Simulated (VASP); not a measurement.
Set up this calculation in VASP 6.6.1, as the native input.

```
Task                   : relaxation of cell and atoms
Functional             : PBE
Potentials or basis    : VASP PAW PBE potentials, release 64 (Al, Hg)
Cutoff                 : 600 eV
k mesh                 : 6 × 6 × 6
Occupations            : fermi-dirac, width 0.05 eV
Spin                   : spin-orbit coupling, no magnetisation
Further INCAR settings : ALGO = Fast; EDIFF = 1e-07; IBRION = 2; EDIFFG = -0.01; NSW = 60; ISIF = 3
```

The structure of AlHg lies in POSCAR:

```
AlHg
1.0
    0.0000000000      3.0685300000      3.0685300000
    3.0685300000      0.0000000000      3.0685300000
    3.0685300000      3.0685300000      0.0000000000
Al Hg
1 1
Direct
    0.0000000000      0.0000000000      0.0000000000
    0.7500000000      0.7500000000      0.7500000000
```

The cell was built by a generator and needn't be a form met in nature.

One way to write it, as run:

INCAR

```
SYSTEM = AlHg
PREC = Accurate ; ENCUT = 600
EDIFF = 1E-7 ; ISMEAR = -1
SIGMA = 0.05 ; LREAL = .FALSE.
LASPH = .TRUE. ; NELM = 60
ALGO = Fast ; ISIF = 3
LWAVE = .FALSE. ; LCHARG = .FALSE.
LNONCOLLINEAR = .TRUE. ; MAGMOM = 0 0 0 0 0 0
LORBIT = 11 ; LSORBIT = .TRUE.
GGA_COMPAT = .FALSE. ; GGA = PE
IBRION = 2 ; NSW = 60
EDIFFG = -0.01
```

KPOINTS

```
regular mesh
0
G
  6 6 6
  0 0 0
```

Potentials or basis: VASP PAW PBE potentials, release 64 (Al, Hg).

Command:

```console
$ cat potpaw_PBE.64/Al/POTCAR potpaw_PBE.64/Hg/POTCAR > POTCAR
$ mpirun -np 1 vasp_ncl > vasp.out
```

It gave:

```yaml
Relaxed_volume: 28.45 Å³/atom
Relaxed_cell: a = 4.317 Å, b = 4.317 Å, c = 4.317 Å, α = 60.00°, β = 60.00°, γ = 60.00°
Space_group_after_relaxing_to_0.05_Å: F-43m (No. 216)
Energy_gained_by_relaxing: 0.8 meV/atom
Ionic_steps: 3
Pressure_after_relaxing: 0.0 GPa
Valence_electrons_inside_the_program's_atomic_spheres: Al 0.76; Hg 10.61
```

Run time: 3.4 min on 1 thread of Intel(R) Xeon(R) Platinum 8259CL CPU @ 2.50GHz (Skylake/Cascade Lake), with other jobs on the host, peak memory 0.42 GiB.
